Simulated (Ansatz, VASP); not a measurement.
# Te in two plane-wave programs, part 2 of 2

One calculation is typed for both programs; each brings its own data sets and cutoff. How far apart do they land?

VASP 6.6.1 and Ansatz 0.2.0.

So far: Starting point; VASP: band structure, HSEsol.

**3. Ansatz: band structure, HSEsol**

Level of this step: Ansatz beside VASP: Kohn-Sham DFT, plane waves, HSEsol (Ansatz).

Ansatz runs on its default PAW (the set named soft_2) files.

The same cell, functional, mesh and smearing now go to Ansatz, which takes its cutoff from its data sets.

input.yaml reads:

```yaml
crystal:
  lattice:
    - [4.4572, 0.0, 0.0]
    - [-2.2286, 3.8600484297, 0.0]
    - [0.0, 0.0, 5.929]
  atoms:
    - { symbol: Te, position: [0.2633, 0.0, 0.3333333333] }
    - { symbol: Te, position: [0.0, 0.2633, 0.6666666667] }
    - { symbol: Te, position: [0.7367, 0.7367, 0.0] }
hamiltonian:
  xc:
    exchange: hjs_pbesol
    correlation: pbesol
    exx: { coeff: 0.25, omega: 0.2 }
  pseudopotentials: { kind: paw }
kpoints:
  mp_grid: { grid: [4, 4, 3] }
  band_path:
    path:
      - [0.0, 0.0, 0.0]
      - [0.4, 0.0, 0.0]
      - [0.4, 0.2, 0.0]
      - [0.2, 0.2, 0.0]
      - [0.0, 0.0, 0.1]
      - [0.0, 0.0, 0.5]
      - [0.4, 0.0, 0.5]
      - [0.4, 0.2, 0.5]
      - [0.36667, 0.26667, 0.5]
      - [0.33333, 0.33333, 0.5]
      - [0.2, 0.2, 0.5]
      - [0.5, 0.0, 0.4]
      - [0.33333, 0.33333, 0.0]
      - [0.33333, 0.33333, 0.5]
    npoints: 1
scf:
  occupations: { method: gaussian, width: 0.02 }
  n_extra_bands: 7
output:
  forces: true
  stress: true
  eigenvalues: true
  write_density: true
  write_potential: true
  elf: true
  volumetric_format: npy
```

The run is started by

```
ansatz run input.yaml --threads 4 --pin off --max-ram 9216MiB --backend cpu --events-out ev --progress --plain --runs-dir out
```

Numbers of over 12 decimals in the logs are rounded to 6 here.

The program printed:

```text
Warning: output.stress: scf.convergence.dr2_threshold = 1e-7 eV (the SCF's general default) is looser than the 3e-10 eV advised for a printed stress (1e-10 eV for each atom of the cell: 3). What an SCF threshold leaves in a stress goes as its square root, and in the free energy as the threshold itself, and one threshold admits the most on a small cell: [figures from the program's tests cut] Set scf.convergence.dr2_threshold to 3e-10 eV or tighter. The threshold is an SCF's pass mark: one that does not reach it within its budget of iterations ends unconverged, or closes short of it on a stop that the run arms, and scf.convergence.dr2_threshold's page says what that costs each kind of run
Warning: output.stress: scf.exx.energy_threshold = 1e-6 eV is looser than the 3e-8 eV advised for a stress under a hybrid functional (1e-8 eV for each atom of the cell: 3). Every SCF of the exchange loop can meet its threshold on dr2 while the loop round them stops early: no threshold on dr2 bounds what that leaves in the stress. Set scf.exx.energy_threshold to 3e-8 eV or tighter. The threshold is the loop's pass mark: a loop that does not reach it within its budget of cycles ends unconverged, and scf.exx.energy_threshold's page has the law
scf.n_extra_bands = 7 over 24 filled bands (N_el = 48.0): the run solves 31 bands
Engine: ansatz 0.2.0, x86_64-unknown-linux-gnu
Pseudopotentials: kind: paw
Pseudopotential: Te, paw, valence charge 16, recommended cutoff 420 eV (normal), Te.paw.azcp
Functional definition: unnamed
  parameter a_1 = 0.25
  parameter omega_1 = 0.2/angstrom
  exchange = pbe_x(mu = 0.123457) + (-a_1)*hjs_pbesol_x_sr(omega_1) + a_1*exact_x_sr(omega_1)
  correlation = pbe_c(beta = 0.046)
Crystal: 3 atoms, lattice volume = 102.008 Å³
Basis set: ecut = 420 eV, 2017 PW (Γ), exchange–correlation on 60×60×80 points (8 copies of the dense FFT grid, shifted against one another)
Bands: 31, of which v1, the nominal top of the filled ones, is band 24 counted from 1 (23 counted from 0)
Symmetry: 6 space group operations
Space group: P3121 (ITA 152), of the structure as read, at distance tolerance 4.7e-5 Å
k-points: 9 of 48 (time reversal used)
Non-local potential: Te, projectors of the file, l = 0: 2, l = 1: 2, l = 2: 2, l = 3: 2
PAW form: soft (Blöchl's): semilocal exchange-correlation on the pseudo side does not see the compensation charge
PAW frozen core: Te, regenerated for the run's functional, and the local potential with it (the file was generated under x = pbe(κ = 0.804, μ = 0.219515), c = pbe(β = 0.066725))
PAW one-centre angular grid: Te, 590 points (default); XC on 64 Gauss nodes
Initial density: superposition of atomic densities (neutral atoms: chi_scale 0, normalization atom), corrected by the library's trained network
Initial wavefunctions: pseudopotential atomic-orbital guess
Functional: x = pbesol(κ = 0.804, μ = 0.123457), c = pbesol(β = 0.046), warm-up for x = hjs_pbesol + 0.25 (exact − hjs_pbesol) at short range (ω = 0.2 Å⁻¹), c = pbesol(β = 0.046)
SCF iter   1: F=—  HF=-20704.459273 eV  |F-HF|=—  |Δ(HF+E_count)|=         —  Δρ=2.13e-3  dr2=3.51e-3  ethr=1.77e-3  ⟨swp⟩=11.9  Hψ=1239  notcnv=0
preconditioner: auto → none  [insulator: Δε(μ)=0.866 eV  Ē_g=9.847 eV  σ=0.020 eV  W_gap=1.00  n_scr=22 (ndim 8)  ℏωp=15.6 eV  f_vac=0.028  D(μ)=0.00/eV (n_scr^D=0)]
iter 2 solved again at ethr=6.82e-7 eV; its pass at ethr=7.32e-6 eV (dr2=3.27e-4 eV) is discarded
SCF iter   2: F=—  HF=-20704.459061 eV  |F-HF|=—  |Δ(HF+E_count)|=   2.12e-4  Δρ=7.83e-4  dr2=3.29e-4  ethr=6.82e-7  ⟨swp⟩=2.6  Hψ=1411  notcnv=0  defer=10
SCF iter   3: F=-20704.459411 eV  HF=-20704.459358 eV  |F-HF|=5.28e-5  |Δ(HF+E_count)|=   2.98e-4  Δρ=2.72e-4  dr2=4.48e-5  ethr=6.82e-7  ⟨swp⟩=3.2  Hψ=596  notcnv=0  defer=3
SCF 1 stopped early in 3 iterations: F = -20704.459411 eV  dr2 = 4.48e-5
  greatest PAW one-centre occupation: 0.998 electrons in one spin orbital (limit 2), on the Te atom at site 1 (counted from 0), in its partial waves of l = 2
Initial density: handed on by an earlier stage of this run
Initial wavefunctions: those handed on with the density
Functional: x = hjs_pbesol + 0.25 (exact − hjs_pbesol) at short range (ω = 0.2 Å⁻¹), c = pbesol(β = 0.046)
Exchange kernel: α = 0.2500, screened, ω = 0.2000 Å⁻¹, Wigner–Seitz truncation, v(0) = 1121.4718 eV·Å³, q-mesh 4×4×3, nearest image of the exchange supercell L = 17.79 Å, pair-density grid 20×20×27, without the augmentation charges, whose exchange is taken in its separable form by FFT convolution over the k-point mesh (sized by the pseudopotential files, 27×27×40 at the most), smooth part of the exact exchange by density-matrix convolution
Frozen-core exchange: fock
SCF iter   1: F=—  HF=-20781.054317 eV  |F-HF|=—  |Δ(HF+E_count)|=         —  Δρ=3.95e-3  dr2=1.06e-2  ethr=9.34e-7  ⟨swp⟩=8.6  Hψ=1341  notcnv=0
preconditioner: auto → none  [insulator: Δε(μ)=1.336 eV  Ē_g=11.044 eV  σ=0.020 eV  W_gap=1.00  n_scr=22 (ndim 8)  ℏωp=15.6 eV  f_vac=0.023  D(μ)=0.00/eV (n_scr^D=0)]
SCF iter   2: F=—  HF=-20781.050715 eV  |F-HF|=—  |Δ(HF+E_count)|=   3.60e-3  Δρ=1.64e-3  dr2=3.24e-3  ethr=9.34e-7  ⟨swp⟩=4.0  Hψ=1019  notcnv=0
SCF iter   3: F=—  HF=-20781.061739 eV  |F-HF|=—  |Δ(HF+E_count)|=   1.10e-2  Δρ=1.02e-3  dr2=8.58e-4  ethr=9.34e-7  ⟨swp⟩=4.0  Hψ=900  notcnv=0
SCF iter   4: F=—  HF=-20781.061478 eV  |F-HF|=—  |Δ(HF+E_count)|=   2.61e-4  Δρ=1.30e-4  dr2=7.24e-5  ethr=9.34e-7  ⟨swp⟩=3.0  Hψ=569  notcnv=0
SCF iter   5: F=—  HF=-20781.061790 eV  |F-HF|=—  |Δ(HF+E_count)|=   3.12e-4  Δρ=1.16e-4  dr2=1.29e-5  ethr=2.67e-8  ⟨swp⟩=4.1  Hψ=917  notcnv=0
SCF iter   6: F=-20781.061787 eV  HF=-20781.061787 eV  |F-HF|=3.22e-8  |Δ(HF+E_count)|=   2.97e-6  Δρ=9.81e-6  dr2=2.10e-6  ethr=1.91e-8  ⟨swp⟩=3.0  Hψ=527  notcnv=0
SCF 2 stopped early in 6 iterations: F = -20781.061787 eV  dr2 = 2.10e-6
  Residual-converged pass: ⟨swp⟩=4.0  Hψ=817  notcnv=0  max |occ|·‖R‖ = 6.5e-6 eV (tolerance 6.7e-6 eV)  dr2=2.09e-6  dr2_onsite=9.65e-9  max |Δocc| = 0.0e0
  greatest PAW one-centre occupation: 0.998 electrons in one spin orbital (limit 2), on the Te atom at site 0 (counted from 0), in its partial waves of l = 2
hybrid outer 1: dexx = +1.360e-2 eV, tail = 1.61e-4 eV
Exchange kernel: α = 0.2500, screened, ω = 0.2000 Å⁻¹, Wigner–Seitz truncation, v(0) = 1121.4718 eV·Å³, q-mesh 4×4×3, nearest image of the exchange supercell L = 17.79 Å, pair-density grid 20×20×27, without the augmentation charges, whose exchange is taken in its separable form by FFT convolution over the k-point mesh (sized by the pseudopotential files, 27×27×40 at the most), smooth part of the exact exchange by density-matrix convolution
Frozen-core exchange: fock
SCF iter   1: F=—  HF=-20781.061921 eV  |F-HF|=—  |Δ(HF+E_count)|=         —  Δρ=3.96e-5  dr2=1.71e-6  ethr=1.68e-6  ⟨swp⟩=4.2  Hψ=601  notcnv=0
preconditioner: auto → none  [insulator: Δε(μ)=1.388 eV  Ē_g=11.062 eV  σ=0.020 eV  W_gap=1.00  n_scr=22 (ndim 8)  ℏωp=15.6 eV  f_vac=0.023  D(μ)=0.00/eV (n_scr^D=0)]
SCF iter   2: F=—  HF=-20781.061922 eV  |F-HF|=—  |Δ(HF+E_count)|=   1.42e-6  Δρ=1.99e-5  dr2=3.65e-7  ethr=3.12e-9  ⟨swp⟩=4.2  Hψ=850  notcnv=0
SCF iter   3: F=—  HF=-20781.061922 eV  |F-HF|=—  |Δ(HF+E_count)|=   1.02e-7  Δρ=7.66e-6  dr2=3.01e-8  ethr=5.44e-10  ⟨swp⟩=2.9  Hψ=543  notcnv=0  defer=3
SCF iter   4: F=-20781.061922 eV  HF=-20781.061922 eV  |F-HF|=2.25e-9  |Δ(HF+E_count)|=   7.41e-8  Δρ=2.37e-6  dr2=2.91e-9  ethr=5.07e-11  ⟨swp⟩=4.6  Hψ=843  notcnv=0  defer=6
SCF 3 converged in 4 iterations: F = -20781.061922 eV  dr2 = 2.91e-9
  Residual-converged pass: ⟨swp⟩=4.0  Hψ=749  notcnv=0  max |occ|·‖R‖ = 5.2e-7 eV (tolerance 5.4e-7 eV)  dr2=2.89e-9  dr2_onsite=1.26e-9  max |Δocc| = 0.0e0
hybrid outer 2: dexx = +1.500e-6 eV, tail = 3.38e-8 eV, Δε = 2.07e-3 eV (about 7.18e-5 eV left of the loop's levels), ΔF = 4.92e-3 eV/Å (tail 7.58e-4)
NSCF: frozen V_eff on 14 k-points
hybrid SCF converged: 2 outer / 10 inner (+3 warm-up), last move |dexx| = 1.50e-6 eV, tail = 3.38e-8 eV
Stability not checked: this state was not tested for a lower state beside it, because the functional holds exact exchange (a hybrid, or Hartree-Fock), whose exchange loop this test does not read (fock_operator; see scf.lower_state_search)
Free energy (F): -20781.061922 eV
Frozen-core exchange: fock
Harris-Foulkes:  -20781.061922 eV  (|F-HF|=2.25e-9)
Internal energy: -20781.061922 eV  (E = F + TS)
E sigma→0 (E₀):  -20781.061922 eV
Fermi energy:    8.674141 eV
--- Per-component energies (eV) ---
  E_band       = -905.638274
  E_kinetic    = 540.204531
  E_local      = -3850.374565  (includes V_loc(G=0)·N_el)
  E_nonlocal   = -926.280507
  E_hartree    = 2441.896253
  E_xc         = -298.323872
  E_vxc        = -250.893013  (∫ρ·V_xc dr)
  E_exx        = -135.714790  (= α·E_x^exact, valence–valence)
  E_paw        = -13765.864550  (= ΣΔE_a)
  E_vpaw       = -1030.660753  (= ΣTr[D̂ρ^β])
  E_aug_tail   = -0.000543  (compensation charges beyond the density's cutoff)
  E_ewald      = -4786.899832
  E_core_change = 0.295954  (= ΣΔE_core)
  E_smearing   = -0.000000  (= −TS)
  E_closure    = 0.000000  (closes the sum)
  Σ components = -20781.061922   (vs F -20781.061922, Δ=0.00e0)
--- Forces (eV/Å), atoms counted from 1 ---
  atom   1  Te    -0.16666508    -0.00000000    -0.00000000
  atom   2  Te     0.08333254    -0.14433620    -0.00000000
  atom   3  Te     0.08333254     0.14433620     0.00000000
  max |Σ_I F_I| component: 2.31e-18 eV/Å
--- Stress (GPa, compression-positive) ---
       -0.732547       0.000000      -0.000000
        0.000000      -0.732547       0.000000
       -0.000000       0.000000      -1.841432
  P = ⅓ Tr σ = -1.1022 GPa (-11.022 kbar)
--- Band table (eV; the first three rows and the last of 9) ---
  k-point 0: bands = [... 20 lower, 5.3061, 6.4239, 6.4239, 7.3974, 9.8395, 9.8395, 10.5310, 13.8531, ... 3 higher]
  k-point 1: bands = [... 20 lower, 5.5331, 6.6493, 6.8039, 7.2645, 9.3680, 9.3810, 9.7149, 13.1031, ... 3 higher]
  k-point 2: bands = [... 20 lower, 4.5674, 6.5970, 7.1477, 7.3519, 9.7015, 9.9338, 10.8245, 12.7012, ... 3 higher]
  k-point 8: bands = [... 20 lower, 3.8253, 5.6856, 7.2439, 7.9797, 9.5221, 10.4876, 11.5727, 13.7293, ... 3 higher]
```

Run time: 40 s. Hardware: 4 threads of Intel Xeon Platinum 8488C (Sapphire Rapids), shared host; peak memory 1.1 GiB.

**4. Comparison**

Known differences besides the potentials themselves: exact exchange at q = 0 is treated differently, which shows on coarse meshes; VASP keeps PBE cores, Ansatz makes them for the functional; the data sets hold 48 valence electrons in Ansatz (default PAW (the set named soft_2) files) and 18 in VASP; the cutoff is 420 eV in Ansatz and 400 eV in VASP; VASP takes a coarser grid for exact exchange (PRECFOCK = Fast). Total energies have different zeros and are not compared.

Compared:

```tsv
quantity	Ansatz	VASP	difference
gap over the path points (eV)	0.598	0.550	+0.048
```

Forces (eV/Å; atoms numbered as in POSCAR):

```tsv
atom	Ansatz x, y, z	VASP x, y, z
Te1	-0.167, 0.000, 0.000	-0.178, 0.000, 0.000
Te2	0.083, -0.144, 0.000	0.089, -0.154, 0.000
Te3	0.083, 0.144, 0.000	0.089, 0.154, 0.000
```

Levels at points of the path, from each program's valence-band top (eV; 4 filled, then empty):

```tsv
k (reciprocal lattice)	Ansatz	VASP
0.000 0.000 0.000	-2.99 -1.88 -1.88 -0.90 1.54 1.54 2.23	-3.00 -1.87 -1.87 -0.88 1.54 1.54 2.27
0.400 0.000 0.000	-4.06 -3.23 -1.19 -0.96 1.39 1.55 3.66	-4.05 -3.23 -1.19 -0.96 1.39 1.55 3.68
0.400 0.200 0.000	-3.68 -3.64 -2.37 -2.32 2.59 3.03 4.17	-3.67 -3.64 -2.36 -2.31 2.60 3.05 4.21
0.200 0.200 0.000	-3.42 -2.35 -1.92 -1.88 2.35 2.57 2.86	-3.42 -2.35 -1.90 -1.88 2.36 2.57 2.89
0.000 0.000 0.100	-2.81 -1.84 -1.83 -0.91 1.47 1.47 2.12	-2.82 -1.84 -1.84 -0.89 1.46 1.48 2.15
0.000 0.000 0.500	-2.92 -1.58 -1.22 -1.22 0.96 1.06 1.06	-2.91 -1.56 -1.22 -1.22 0.98 1.05 1.05
0.400 0.000 0.500	-3.87 -2.57 -2.25 -0.66 1.65 2.46 3.06	-3.87 -2.56 -2.24 -0.66 1.65 2.49 3.09
0.400 0.200 0.500	-5.05 -1.47 -1.03 -0.07 1.09 2.04 2.48	-5.04 -1.46 -1.04 -0.07 1.07 2.06 2.51
0.367 0.267 0.500	-5.39 -1.26 -0.41 0.00 0.83 1.94 2.15	-5.39 -1.25 -0.41 0.00 0.80 1.97 2.17
0.333 0.333 0.500	-5.55 -1.19 -0.02 -0.02 0.60 1.97 1.97	-5.54 -1.18 -0.01 -0.01 0.55 2.00 2.00
```

The forces differ by 6.6 meV/Å r.m.s., which is 6.4 % of the r.m.s. force of 0.10 eV/Å (both taken over all components). Among the levels compared at these points, filled levels agree within 22 meV and empty ones within 48 meV.

**5. Results**

```json
{"difference in gap over the path points (band structure, HSEsol)": "0.048 eV", "r.m.s. force difference (band structure, HSEsol)": "6.6 meV/Å"}
```

The difference in gap over the path points is 0.048 eV (band structure, HSEsol), within the 0.08 eV picked in this series as the mark of a large difference. Such differences can come from data sets, numerical settings and the points named under the comparisons, not from the functional's error against experiment.

[Lines on the potential files, build, host, timing and source positions are cut from VASP's logs without a mark.]

[Logs are printed without paths, hosts, clocks, repeated set-up lines and the standing remarks that a program may print on its own settings, such as how far it seeks lower states.]

[Hosts, paths, dates, database ids (printed as entryN), source tags and the programs' standing remarks are cut or masked in the printed files.]
